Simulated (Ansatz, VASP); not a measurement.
# One calculation of GaGe3, two programs

Contents of POSCAR:

```
GaGe3
1.0
    0.0000000000      3.4317400984      3.4317400984
    3.4317400984      0.0000000000      3.4317400984
    3.4317400984      3.4317400984      0.0000000000
Ge Ga
3 1
Direct
    0.5000000000      0.5000000000      0.5000000000
    0.7500000000      0.7500000000      0.7500000000
    0.2500000000      0.2500000000      0.2500000000
    0.0000000000      0.0000000000      0.0000000000
```

The input INCAR.step1:

```
SYSTEM = GaGe3
ALGO = Normal
EDIFF = 1E-4
ENCUT = 520
GGA = PE
ISMEAR = -1
LASPH = .True.
LCHARG = .False.
LREAL = .False.
LWAVE = .True.
NBANDS = 36
NELM = 60
PREC = Accurate
SIGMA = 0.05
```

File INCAR.step2:

```
SYSTEM = GaGe3
ALGO = Normal
EDIFF = 1E-7
ENCUT = 520
ISIF = 2
ISMEAR = -1
ISTART = 1
LASPH = .True.
LCHARG = .True.
LELF = .True.
LMIXTAU = .True.
LREAL = .False.
LVHAR = .True.
LWAVE = .False.
METAGGA = R2SCAN
NBANDS = 36
NELM = 60
PREC = Accurate
SIGMA = 0.05
```

Contents of KPOINTS:

```
k-points
0
Gamma
  7 7 7
  0 0 0
```

input.yaml

```yaml
crystal:
  lattice:
    - [0.0, 3.4317400984, 3.4317400984]
    - [3.4317400984, 0.0, 3.4317400984]
    - [3.4317400984, 3.4317400984, 0.0]
  atoms:
    - { symbol: Ge, position: [0.5, 0.5, 0.5] }
    - { symbol: Ge, position: [0.75, 0.75, 0.75] }
    - { symbol: Ge, position: [0.25, 0.25, 0.25] }
    - { symbol: Ga, position: [0.0, 0.0, 0.0] }
hamiltonian:
  xc: r2scan
  pseudopotentials: { kind: paw }
kpoints:
  mp_grid: { grid: [7, 7, 7] }
scf:
  occupations: { method: fermi_dirac, width: 0.05 }
output:
  forces: true
  stress: true
  eigenvalues: true
  write_density: true
  write_potential: true
  elf: true
  volumetric_format: npy
```

The cell comes from a database or a generator and needn't be the stable form of this composition.

Alike in both runs: task single point; functional r2SCAN; k mesh 7 × 7 × 7; occupations fermi-dirac, width 0.05 eV; no spin polarisation.

|  | VASP | Ansatz |
| --- | --- | --- |
| version | VASP 6.6.1 | Ansatz 0.2.0 |
| potentials or method | VASP PAW PBE potentials, release 64 (Ge_d, Ga_d) | Ansatz PAW |
| plane-wave cutoff (eV) | 520 | 500 |
| valence electrons in the cell | 55 | 55 |

|  | VASP | Ansatz | Ansatz less VASP |
| --- | --- | --- | --- |
| gap on the k mesh at the Fermi level (eV) | none | none | - |
| pressure (GPa) | -4.7 | -4.6 | +0.12 |

A gap of «none» marks a metal or a gap that the smearing closes.

Caveats: the PAW data sets were made with another functional, which shifts forces and pressure a little (VASP); the PAW data sets come from PBE, with cores solved anew for the run's functional, which leaves a small shift of forces and pressure (Ansatz).
